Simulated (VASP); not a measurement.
Input:

```
CuTe2
1.0
    3.95351     0.00000     0.00000
   -1.97676     3.42384     0.00000
    0.00000     0.00000     5.02089
Cu Te
1 2
Direct
  0.00000   0.00000   0.00000
  0.33333   0.66667   0.27439
  0.66667   0.33333   0.72561
```

Level of theory: PBEsol GGA with spin-orbit coupling, VASP's PBE PAW potentials (set 64) (plane waves; VASP 6.6.1). Settings: 400 eV cut-off, 8×8×6 Γ-centred mesh, Gaussian smearing of 0.050 eV, potentials Cu Te.

**Question.** What does the run give for the energy per atom (σ→0), band gap (over mesh and band path) with the smallest direct gap where there is one?

**Answer.** 
```yaml
band gap (over mesh and band path): none (metal, semimetal or under 0.01 eV)
energy per atom (σ→0): -376.5 kJ/mol of atoms
```

The structure comes from a computed database's CuTe2 entry (P-3m1); how it stands against other phases isn't given here. It was relaxed first.
